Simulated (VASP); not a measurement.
Consider the following.

```
HgZn3Te4
1.0
   -0.00177     6.17746     6.17828
    6.17746    -0.00177     6.17828
    3.08784     3.08784     0.00000
Zn Te Hg
3 4 1
Direct
  0.00086   0.00086   0.99827
  0.00232   0.49801   0.99968
  0.49801   0.00232   0.99968
  0.12502   0.12502   0.24996
  0.10921   0.63012   0.26067
  0.63012   0.10921   0.26067
  0.63616   0.63616   0.22768
  0.49830   0.49830   0.00339
```

The numbers are results of PBEsol GGA, VASP's PBE PAW potentials (set 64) (plane waves; VASP), not measurements. Settings: 400 eV cut-off, Gaussian smearing of 0.050 eV, potentials Zn Te Hg.

Unless said otherwise, spin-orbit coupling is left out, though it shifts the bands of the heavy elements here.

Predict the band gap (along the path) with the smallest direct gap where there is one.

```
Quantity                                Value
------------------------------------  -------
band gap (along the path)             0.51 eV
smallest direct gap (along the path)  0.51 eV
```

The structure was generated: HgZn3Te4 was put into an ordered model structure (Amm2), which need not be its known phase. It was relaxed first.
